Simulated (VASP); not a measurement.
Data:

```xyz
5
Lattice="3.8638 0.0000 0.0000 0.0000 3.8638 0.0000 0.0000 0.0000 3.8638" Properties=species:S:1:pos:R:3 pbc="T T T"
Sr     0.0000     0.0000     0.0000
V      1.9319     1.9319     1.9319
O      1.9319     0.0000     1.9319
O      0.0000     1.9319     1.9319
O      1.9319     1.9319     0.0000
```

Level of theory: PBE GGA, VASP's PBE PAW potentials (set 64) (plane waves; VASP). Run with 520 eV cut-off, 9×9×9 Γ-centred mesh, tetrahedra with Blöchl corrections, potentials Sr_sv V_sv O.

**Question.** Estimate the energy per atom (σ→0), band gap (on the k-mesh) with the smallest direct gap where there is one.

**Answer.** 
The band gap (on the k-mesh) is none (metal, semimetal or under 0.01 eV) and the energy per atom (σ→0) comes out as -7.855 eV/atom.

Total energies compare only between runs with the same potentials, cut-off and functional.

The compound is SrVO3 in the cubic perovskite structure. It was relaxed first. The run is not spin-polarised, so no magnetic state was tried. The electron count is odd and the run is not spin-polarised, which forces a metal.
